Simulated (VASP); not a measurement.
Consider the following.

```yaml
crystal:
  lattice:
    - [0.00000, 2.02543, 2.02543]
    - [2.02543, 0.00000, 2.02543]
    - [2.02543, 2.02543, 0.00000]
  atoms:
    - { symbol: Ag, position: [0.00000, 0.00000, 0.00000] }
```

Computed with PBEsol GGA, VASP's PBE PAW potentials (set 64) (plane waves; VASP 6.6.1). Run with PREC = Normal, EDIFF = 1E-5, 400 eV cut-off, 17×17×17 Γ-centred mesh, first-order Methfessel-Paxton smearing of 0.10 eV, potentials Ag.

Task: Predict the energy per atom (σ→0), band gap (on the k-mesh) with the smallest direct gap where there is one.

Result: 
- band gap (on the k-mesh) = none (metal, semimetal or under 0.01 eV)
- energy per atom (σ→0) = -3.305 eV/atom

The compound is Ag in the fcc structure. It was relaxed first.
